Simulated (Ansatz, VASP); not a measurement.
This is a calculation of Mg6FeBi for VASP 6.6.1. Atoms were shifted at random by some hundredths of an Å from the given cell, which wasn't relaxed again for these runs. The cell comes from a database or a generator and needn't be the stable form of this composition.

INCAR

```
SYSTEM = Mg6FeBi
PREC = Accurate ; ENCUT = 520
EDIFF = 1E-7 ; ISMEAR = -1
SIGMA = 0.05 ; LREAL = .False.
LASPH = .True. ; NELM = 120
ALGO = Normal ; ISIF = 2
LWAVE = .False. ; LCHARG = .True.
ISPIN = 2 ; MAGMOM = 0 3 0 0 0 0 0 0
LORBIT = 11 ; LMAXMIX = 4
GGA = PE ; LELF = .True.
LVHAR = .True. ; NBANDS = 32
```

The input KPOINTS:

```
Automatic mesh
0
Gamma
  6 5 5
  0 0 0
```

The input POSCAR:

```
Mg6FeBi
1.0
    5.0049770000      0.0000000000      0.0000000000
    0.0000000000      3.1647195000      5.4648530000
    0.0000000000     -3.1647195000      5.4648530000
Bi Fe Mg
1 1 6
Direct
    0.4965620000      0.6659260000      0.6707320000
    0.0010850000      0.8528940000      0.8473420000
    0.4937100000      0.1604220000      0.1755400000
    0.5069600000      0.6657050000      0.1557350000
    0.4961140000      0.1531300000      0.6732560000
    0.0061710000      0.3338090000      0.3417880000
   -0.0005610000      0.8414830000      0.3124710000
    0.0053820000      0.3217420000      0.8349460000
```

Potentials or basis: VASP PAW PBE potentials, release 64 (Bi_d, Fe, Mg).

Run with:

```bash
$ cat potpaw_PBE.64/Bi_d/POTCAR potpaw_PBE.64/Fe/POTCAR potpaw_PBE.64/Mg/POTCAR > POTCAR
$ mpirun -np 1 vasp_std > vasp.out
```

Q: What does the same run look like in Ansatz 0.2.0? Potentials or basis there: Ansatz PAW, cutoff 420 eV.

A: As run (cutoffs and basis follow the program's own potentials, and thresholds, step limits or extra output files can differ):

The input input.yaml:

```yaml
crystal:
  lattice:
    - [5.004977, 0.0, 0.0]
    - [0.0, 3.1647195, 5.464853]
    - [0.0, -3.1647195, 5.464853]
  atoms:
    - { symbol: Bi, position: [0.496562, 0.665926, 0.670732] }
    - { symbol: Fe, position: [0.001085, 0.852894, 0.847342], spin: 3.0 }
    - { symbol: Mg, position: [0.49371, 0.160422, 0.17554] }
    - { symbol: Mg, position: [0.50696, 0.665705, 0.155735] }
    - { symbol: Mg, position: [0.496114, 0.15313, 0.673256] }
    - { symbol: Mg, position: [0.006171, 0.333809, 0.341788] }
    - { symbol: Mg, position: [-0.000561, 0.841483, 0.312471] }
    - { symbol: Mg, position: [0.005382, 0.321742, 0.834946] }
hamiltonian:
  xc: pbe
  pseudopotentials: { kind: paw }
magnetization:
  spin_polarized: true
kpoints:
  mp_grid: { grid: [6, 5, 5] }
scf:
  occupations: { method: fermi_dirac, width: 0.05 }
output:
  forces: true
  stress: true
  eigenvalues: true
```

Potentials or basis: Ansatz PAW.

Run with:

```bash
$ ansatz run input.yaml --threads 4 --pin off --max-ram 10240MiB --backend cpu --events-out ev --progress --plain --runs-dir out
```

Both were run:

|  | VASP | Ansatz |
| --- | --- | --- |
| Pressure | 0.1 GPa | 0.2 GPa |
| Largest force | 0.271 eV/Å | 0.271 eV/Å |
| Net moment | 2.50 μB per cell | 2.52 μB per cell |

Ansatz's pressure holds a Pulay term of +0.01 GPa for its cutoff of 420 eV, which the other run lacks.

The potentials hold 35 and 91 valence electrons a cell.

Where Ansatz's input types no cutoff or centring, it takes its own default and a Γ-centred mesh.

The magnetic state is the one that the start led to; the real crystal's order can differ.

Pressure is positive in compression.
